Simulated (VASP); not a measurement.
An input for Quantum ESPRESSO's pw.x (written as the equivalent of a VASP run, and not itself run):

```
&CONTROL
  calculation = 'scf'
  pseudo_dir = './pseudo'
  outdir = './out'
  tprnfor = .true.
  tstress = .true.
/
&SYSTEM
  ibrav = 0
  nat = 2
  ntyp = 1
  ecutwfc = 84
  occupations = 'tetrahedra'
  input_dft = 'vdw-df-ob86'
/
&ELECTRONS
  conv_thr = 7.3e-09
  electron_maxstep = 100
/
ATOMIC_SPECIES
  Zn 65.380 Zn.upf
CELL_PARAMETERS angstrom
     1.3255575   -2.2959333    0.0000000
     1.3255575    2.2959333    0.0000000
     0.0000000    0.0000000    4.8217348
ATOMIC_POSITIONS crystal
  Zn   0.3333330  0.6666670  0.2500000
  Zn   0.6666670  0.3333330  0.7500000
K_POINTS automatic
  18 18 9 0 0 0
```

Problem. Write the VASP files for the same calculation (optB86b-vdW).

Solution. Several could match; the one computed here: 
File KPOINTS:
```
Automatic mesh
0
Gamma
18 18 9
0 0 0
```

### INCAR
```
! general
SYSTEM  =Zn
PREC    =Accurate
ENCUT   =520
LREAL   =.FALSE.
LASPH   =.TRUE.

! electronic loop
EDIFF   =1E-7
NELM    =100
ALGO    =Normal
LMAXMIX =4

! smearing
ISMEAR  =-5

! functional
GGA     =MK
LUSE_VDW=.TRUE.
AGGAC   =0.0
PARAM1  =0.1234
PARAM2  =1.0

! ions
ISIF    =2

! output
LWAVE   =.FALSE.
LCHARG  =.TRUE.
LORBIT  =11
NEDOS   =601
```

File POSCAR:
```
Zn
1.0
  1.3255574579  -2.2959332869   0.0000000000
  1.3255574579   2.2959332869   0.0000000000
  0.0000000000   0.0000000000   4.8217347762
Zn
2
Cart
  1.3255574579   0.7653126263   1.2054336940
  1.3255574579  -0.7653126263   3.6163010821
```

POTCAR, in this order: Zn (PBE.64 set). Program: vasp_std.

Limits of the translation: the potentials are each code's own (VASP's PAW set, PseudoDojo norm-conserving files in pw.x), so ENCUT and ecutwfc are chosen apart and not converted; conv_thr bounds pw.x's estimated SCF error, while EDIFF bounds the energy change between steps.

The compound is Zn in the hcp structure. It was relaxed first.
